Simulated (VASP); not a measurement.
# Bulk modulus and pressure derivative of rocksalt CaO from stress and from energy at PBE+D3(BJ)

The decision to be served is whether the bulk modulus of CaO can be taken from the stress tensor of a few scaled cells, or whether a fit to their energies is needed. The two routes should agree, since pressure is minus the slope of energy against volume, but at a finite plane-wave cutoff they need not do so exactly. Seven volumes of the rocksalt cell, from 6 % below to 6 % above the relaxed one, supply both quantities at PBE+D3(BJ). Pressure is counted positive in compression, and energy is taken per atom above the lowest point. The two routes are compared with each other, and one bulk modulus is compared with a measured value at 300 K.

## Calculations

One crystal, CaO (rocksalt) (known phase), at PBE+D3(BJ): single-point runs on uniformly scaled copies of a cell relaxed at PBE+D3(BJ); symmetry fixes shape and positions. Program: VASP 6.6.1, plane waves and PAW (data sets made for PBE of release 64), scalar-relativistic without spin-orbit coupling, no spin polarisation. Cutoff 520 eV; on the k meshes the divisions times the cell-vector length are 26 Å or more. Occupations: Gaussian smearing of 0.05 eV.

Notes on method and selection:

- Third-order Birch-Murnaghan: P = 3·B0·f·(1 + 2f)^(5/2)·[1 + (3/2)(B0′ − 4)·f]. The fit to the energies of these runs gives B0 = 112.3 GPa and B0′ = 4.30.
- Static lattice. The pressure from the stress tensor and the slope of the energy need not agree exactly at a finite cutoff and mesh.
- D3(BJ) is an atom-based dispersion correction added to the functional.
- Semilocal functionals put Kohn-Sham gaps below measured gaps.
- A measured value is attached only where its sources agree among themselves; tables made before the last selection also left out values far from the computed one, as likely another phase or mode.
- Series whose points a third-order Birch-Murnaghan form does not fit, or whose B0′ lies outside 2 to 8, were left out.
- Crystals whose pressure at the fitted V0 departs from zero by more than 0.6 % of B0 plus 0.1 GPa, and layered compounds, were left out.
- Runs that did not converge, have known faults or may not be shown are not listed, and runs on Ansatz's PAW sets soft_1 and soft_2 are kept to separate tables.

Columns:

- Eulerian strain: Eulerian strain f = ½[(V0/V)^(2/3) − 1] with the fitted V0 = 13.7784 Å³ per atom, compression positive.
- fitted bulk modulus (GPa): bulk modulus at that volume from the third-order Birch-Murnaghan fit to the energies.
- volume (Å³): volume per atom.
- pressure (GPa): pressure from the stress tensor, compression positive.
- energy (meV/atom): energy per atom above the lowest point, extrapolated to zero smearing.
- gap (eV): Kohn-Sham gap on the k mesh.

## The series

| member | Eulerian strain | fitted bulk modulus (GPa) | volume (Å³) | pressure (GPa) | energy (meV/atom) | gap (eV) |
| --- | --- | --- | --- | --- | --- | --- |
| V = 14.583 Å³ | −0.01855 | 87.3 | 14.5825 | −5.77 | 14.87 | 3.644 |
| V = 14.307 Å³ | −0.01240 | 95.2 | 14.3074 | −4.05 | 6.66 | 3.642 |
| V = 14.032 Å³ | −0.00605 | 103.7 | 14.0322 | −2.13 | 1.58 | 3.638 |
| V = 13.757 Å³ | 0.00052 | 113.0 | 13.7571 | 0.00 | 0.00 | 3.633 |
| V = 13.482 Å³ | 0.00730 | 123.2 | 13.4819 | 2.38 | 2.32 | 3.625 |
| V = 13.207 Å³ | 0.01432 | 134.2 | 13.2068 | 5.03 | 8.95 | 3.614 |
| V = 12.932 Å³ | 0.02159 | 146.3 | 12.9317 | 7.98 | 20.38 | 3.601 |

Least-squares fits to the whole series, with x = Eulerian strain; R² and errors in the fitted variable (y, or ln y where the fit is in ln y):

| y | members | fit | R² | rms residual | leave-one-out rms | the same for the mean of the others |
| --- | --- | --- | --- | --- | --- | --- |
| pressure (GPa) | 7 | y = −0.17252 + 336.53 x + 1892.3 x² | 1.00 | 0.0056 | 0.014 | 5.3 |
| energy (meV/atom) | 7 | y = −0.010376 + 3.8695 x + 43524 x² | 1.00 | 0.020 | 0.054 | 8.1 |

## Mechanism

The fit to the energies gives a bulk modulus of 112.3 GPa and a pressure derivative of 4.30; the values from the stress tensor are derived in the next section. From the most expanded to the most compressed cell the fitted modulus rises from 87.3 to 146.3 GPa.

The model rests on three assumptions: the lattice is static, the cell changes only in scale, and the energy is a series in Eulerian strain that ends at the cubic term. Symmetry guarantees the second. With g = ½[(Vr/V)^(2/3) − 1], where Vr is the volume at zero pressure, the series is

E = E0 + a·g² + b·g³.

The strain changes with volume as dg/dV = −(1 + 2g)^(5/2)/(3Vr). Hence

P = −dE/dV = (1 + 2g)^(5/2)·(2a·g + 3b·g²)/(3Vr).

Requiring that the modulus and its pressure derivative at g = 0 be B and B′ gives a = (9/2)·B·Vr and b = a·(B′ − 4). The result is the third-order Birch-Murnaghan form,

P = 3B·g·(1 + 2g)^(5/2)·[1 + (3/2)(B′ − 4)·g].

A value of B′ near 4 therefore means that the energy is almost a parabola in Eulerian strain. Most of the stiffening is already contained in that parabola. For B′ = 4 the modulus is B·(1 + 2g)^(5/2)·(1 + 7g). For the smallest cell the tabulated strain gives (1 + 2 × 0.02159)^(5/2) = 1.1115 and 1 + 7 × 0.02159 = 1.1511. With the energy-fit modulus this makes 112.3 × 1.1115 × 1.1511 = 143.7 GPa, against 146.3 GPa from the full fit.

Physically, the overlap repulsion between neighbouring ions grows faster on compression than their electrostatic attraction, so each further step costs more pressure. The Kohn-Sham gap stays between 3.601 and 3.644 eV at the seven volumes, so no change of band filling disturbs the curve.

## Fixing and testing the model

The reference is the cell with zero stress, Vr = 13.7571 Å³. The two constants are fixed on the smallest and the largest cell:

- V = 12.932 Å³: g = 0.5 × ((13.7571 / 12.9317)^(2/3) − 1) = 0.02106 and (1 + 2 × 0.02106)^(5/2) = 1.1086
- V = 14.583 Å³: g = 0.5 × ((13.7571 / 14.5825)^(2/3) − 1) = −0.01905 and (1 − 2 × 0.01905)^(5/2) = 0.9075
 Dividing each pressure by 3g·(1 + 2g)^(5/2) leaves a quantity that is linear in g:

- V = 12.932 Å³: 7.98 / (3 × 0.02106 × 1.1086) = 113.93 GPa
- V = 14.583 Å³: 5.77 / (3 × 0.01905 × 0.9075) = 111.25 GPa

The slope is (113.93 − 111.25) / (0.02106 + 0.01905) = 66.8 GPa. It follows that

- B = 111.25 + 66.8 × 0.01905 = 112.5 GPa
- B′ = 4 + 66.8 / (1.5 × 112.5) = 4.40

The rounding of the two pressures alone leaves about 0.03 of uncertainty in B′. With 3B = 3 × 112.5 = 337.5 GPa and (3/2)(B′ − 4) = 1.5 × 0.40 = 0.60, the other strained cells follow:

- V = 14.307 Å³: g = 0.5 × ((13.7571 / 14.3074)^(2/3) − 1) = −0.01290, (1 − 2 × 0.01290)^(5/2) = 0.9367 and 1 − 0.60 × 0.01290 = 0.9923, so P is 337.5 × (−0.01290) × 0.9367 × 0.9923 = −4.05 GPa; table −4.05
- V = 14.032 Å³: g = 0.5 × ((13.7571 / 14.0322)^(2/3) − 1) = −0.00656, (1 − 2 × 0.00656)^(5/2) = 0.9675 and 1 − 0.60 × 0.00656 = 0.9961, so P is 337.5 × (−0.00656) × 0.9675 × 0.9961 = −2.13 GPa; table −2.13
- V = 13.482 Å³: g = 0.5 × ((13.7571 / 13.4819)^(2/3) − 1) = 0.00678, (1 + 2 × 0.00678)^(5/2) = 1.0342 and 1 + 0.60 × 0.00678 = 1.0041, so P is 337.5 × 0.00678 × 1.0342 × 1.0041 = 2.38 GPa; table 2.38
- V = 13.207 Å³: g = 0.5 × ((13.7571 / 13.2068)^(2/3) − 1) = 0.01379, (1 + 2 × 0.01379)^(5/2) = 1.0704 and 1 + 0.60 × 0.01379 = 1.0083, so P is 337.5 × 0.01379 × 1.0704 × 1.0083 = 5.02 GPa; table 5.03

The energies give the modulus from their curvature. The quadratic coefficient in the table of fits is close to (9/2)·B0·V0, and 1 GPa Å³ is 6.2415 meV, so B0 = 43524 / (4.5 × 13.7784 × 6.2415) = 112.5 GPa. The full third-order fit, which also keeps the cubic term, gives 112.3 GPa and B0′ = 4.30. At the volume of zero stress the same fit gives 113.0 GPa, 0.5 GPa above the stress route.

## Departures from the trend

Largest departures from the fit to the whole series:

| member | pressure (GPa) | fit | computed − fit | in rms residuals |
| --- | --- | --- | --- | --- |
| V = 14.032 Å³ | −2.13 | −2.14 | +0.01 | 1.7 |
| V = 14.583 Å³ | −5.77 | −5.76 | −0.01 | 1.1 |
| V = 13.482 Å³ | 2.38 | 2.38 | 0.00 | 0.9 |
| V = 12.932 Å³ | 7.98 | 7.98 | 0.00 | 0.9 |

The pressures by themselves follow the model to about 0.01 GPa. What fails is the assumption that the stress tensor equals the slope of the energy. With B0 = 112.3 GPa, B0′ = 4.30 and the tabulated strains, the energy fit gives these pressures:

- V = 12.932 Å³: (1 + 2 × 0.02159)^(5/2) = 1.1115 and 1 + 1.5 × 0.30 × 0.02159 = 1.0097, so P is 3 × 112.3 × 0.02159 × 1.1115 × 1.0097 = 8.16 GPa
- V = 14.583 Å³: (1 − 2 × 0.01855)^(5/2) = 0.9098 and 1 − 1.5 × 0.30 × 0.01855 = 0.9917, so P is 3 × 112.3 × (−0.01855) × 0.9098 × 0.9917 = −5.64 GPa
 The stress tensor gives 7.98 and −5.77 GPa, which is lower by 0.18 and 0.13 GPa.

The sign is that of Pulay stress. The stress tensor is the derivative at a fixed set of plane waves, whose effective cutoff falls as the cell expands. Runs at fixed cutoff instead add plane waves to a larger cell, which keeps its energy lower, so the energy slope gives the higher pressure. This cause is inferred from the sign; the table holds no second cutoff to test it. Accordingly the energy minimum lies at 13.7784 Å³, about 0.15 % above the volume of zero stress.

A missing pressure that scales as 1/V would grow by only about 0.02 GPa along the series, less than the 0.05 GPa found. Uneven steps in the number of plane waves may contribute the rest.

## Against measurement

| member | quantity | measured | computed | computed − measured | conditions | source |
| --- | --- | --- | --- | --- | --- | --- |
| V = 13.757 Å³ | fitted bulk modulus (GPa) | 113 | 113.0 | 0.0 (+0.0 %) | 300 K; measured value as tabulated in the cited paper | [1] |

Sources:

[1] "High-Throughput Prediction of Finite-Temperature Properties using the Quasi-Harmonic Approximation" (2016, arXiv:1603.06924)

The measured bulk modulus is 113 GPa at 300 K. The computed 113.0 GPa belongs to the volume of zero stress; at the minimum of the energy fit the value is 112.3 GPa, or 0.7 GPa lower. Both agree with the measurement to within 1 %.

This agreement is closer than the physics included would justify. The computed lattice is static, and thermal softening would bring its modulus below the measured one, so an error of the functional with the opposite sign may be hidden in the match. The measured figure is also a compiled one without a stated method. Adiabatic and isothermal moduli of such an oxide differ by roughly 1 to 2 GPa at room temperature, which is more than the difference found here.

Values far from the computed one were left out in an earlier selection, which favours agreement. With one measured modulus and no measured pressure derivative in the table, the stiffening under pressure is not compared here.

## Conclusions and limits

Between −5.77 and 7.98 GPa either route serves for the bulk modulus of CaO, since they differ by about 0.5 GPa in B and 0.1 in B′. For the equilibrium volume at this cutoff the energy fit is preferable, because it is free of the stress offset.

Two effects outside this comparison are larger than the difference between the routes. Zero-point and thermal motion expand the lattice and lower the modulus, by roughly 5 GPa at room temperature. The choice of functional and dispersion correction typically shifts the modulus of such an oxide by several per cent.
